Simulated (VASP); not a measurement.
A run of VASP 6.6.1 is set up as follows.

The input INCAR:

```
SYSTEM = SiF
ALGO     = Normal         ! electronic algorithm
EDIFF    = 1E-6           ! SCF threshold, eV
EDIFFG   = -0.02          ! ionic threshold
ENCUT    = 600            ! plane-wave cutoff, eV
GGA      = PE             ! functional
IBRION   = 2              ! ionic algorithm
ISIF     = 3              ! what is computed and relaxed
ISMEAR   = -1             ! smearing method
IVDW     = 1              ! dispersion correction
LASPH    = .TRUE.         ! aspherical terms in the spheres
LCHARG   = .FALSE.        ! write CHGCAR
LREAL    = .FALSE.        ! projectors in reciprocal space
LWAVE    = .FALSE.        ! write WAVECAR
NELM     = 60             ! most SCF steps
NSW      = 60             ! ionic steps
PREC     = Accurate       ! precision mode
SIGMA    = 0.05           ! smearing width, eV
```

Contents of KPOINTS:

```
k-points
0
G
  9 9 9
  0 0 0
```

POSCAR

```
SiF
1.0
    3.0286000000      0.0000000000      0.0000000000
    0.0000000000      3.0286000000      0.0000000000
    0.0000000000      0.0000000000      3.0286000000
Si F
1 1
Direct
    0.5000000000      0.5000000000      0.5000000000
    0.0000000000      0.0000000000      0.0000000000
```

Potentials or basis: VASP PAW PBE potentials, release 64 (Si, F).

Run with:

```sh
$ cat potpaw_PBE.64/Si/POTCAR potpaw_PBE.64/F/POTCAR > POTCAR
$ mpirun -np 1 vasp_std > vasp.out
```

Question: What does it give for the space group after relaxing (to 0.05 Å)?

Answer: Pm-3m (No. 221).

Question: Predict the band gap on the k mesh.

Answer: None (metal or under the smearing width).

Question: What does it give for the dispersion energy per atom?

Answer: -0.125 eV.

The path:
| step | energy change (eV) | largest force (eV/Å) | pressure (GPa) | volume (Å³) |
| --- | --- | --- | --- | --- |
| 1 | 0.0000 | 0.0000 | -1.01 | 27.78 |
| 2 | -0.0013 | 0.0000 | -0.15 | 27.43 |

Caveat: atom-pairwise D2, TS and ULG terms overbind metals; an odd number of electrons without spin polarisation forces a metal; a magnetic or distorted state may lie lower; pairwise dispersion overbinds metals, which lowers pressure and volume.
